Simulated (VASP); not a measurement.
Data:

```
Al2Pt
1.0
    0.00000     2.97140     2.97140
    2.97140     0.00000     2.97140
    2.97140     2.97140     0.00000
Al Pt
2 1
Direct
  0.25000   0.25000   0.25000
  0.75000   0.75000   0.75000
  0.00000   0.00000   0.00000
```

Computed with PBE GGA with spin-orbit coupling, VASP's PBE PAW potentials (set 64) (plane waves; VASP). Numerical set-up: 400 eV cut-off, 8×8×8 Γ-centred mesh, Gaussian smearing of 0.050 eV, potentials Al Pt.

Task: Estimate the energy per atom (σ→0), band gap (over mesh and band path) with the smallest direct gap where there is one.

Result: 
| Item | Value |
|---|---|
| band gap (over mesh and band path) | none (metal, semimetal or under 0.01 eV) |
| energy per atom (σ→0) | -5.531 eV/atom |

Total energies compare only between runs with the same potentials, cut-off and functional.

The compound is PtAl2 in the fluorite structure. It was relaxed first.
